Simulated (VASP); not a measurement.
Data:

```
CELL_PARAMETERS angstrom
     -3.35146     3.35146     2.89799
      3.35146    -3.35146     2.89799
      3.35146     3.35146    -2.89799
ATOMIC_POSITIONS crystal
  Ti 0.25000 0.25000 0.00000
  Ti 0.75000 0.75000 0.00000
  Sb 0.65204 0.84796 0.50000
  Sb 0.34796 0.15204 0.50000
  Sb 0.84796 0.34796 0.19592
  Sb 0.15204 0.65204 0.80408
```

Computed with PBEsol GGA, VASP's PBE PAW potentials (set 64) (plane waves; VASP). Numerical set-up: 300 eV cut-off, 5×5×5 Γ-centred mesh, Fermi-Dirac smearing of 0.10 eV, potentials Ti_sv Sb.

At this cut-off the stress carries a Pulay error, which pulls relaxed volumes low. Energy and stress use the plane-wave basis of the starting cell.

Task: The ions, cell shape and volume are relaxed. What does this cell relax into?

Result: 
```
CELL_PARAMETERS angstrom
     -3.31665     3.31665     2.86148
      3.31665    -3.31665     2.86148
      3.31665     3.31665    -2.86148
ATOMIC_POSITIONS crystal
  Ti 0.25000 0.25000 0.00000
  Ti 0.75000 0.75000 0.00000
  Sb 0.65330 0.84670 0.50000
  Sb 0.34670 0.15330 0.50000
  Sb 0.84670 0.34670 0.19340
  Sb 0.15330 0.65330 0.80660
```
Space group I4/mcm (140), at a tolerance of 0.03 Å.

Task: How do energy and volume change from the first to the last step?

Result: The energy (σ→0) changes by -8.1 meV/atom and the volume by -3.3 %, in 9 ionic steps.

The structure comes from a computed database's TiSb2 entry (I4/mcm); how it stands against other phases isn't given here. This run relaxes it. Symmetry was kept, so distortions that lower it aren't found. The run is one of a series of settings (EDIFFG = -0.01, IBRION = 2, ISIF = 3, NSW = 50 against the base run), some of them coarse on purpose.
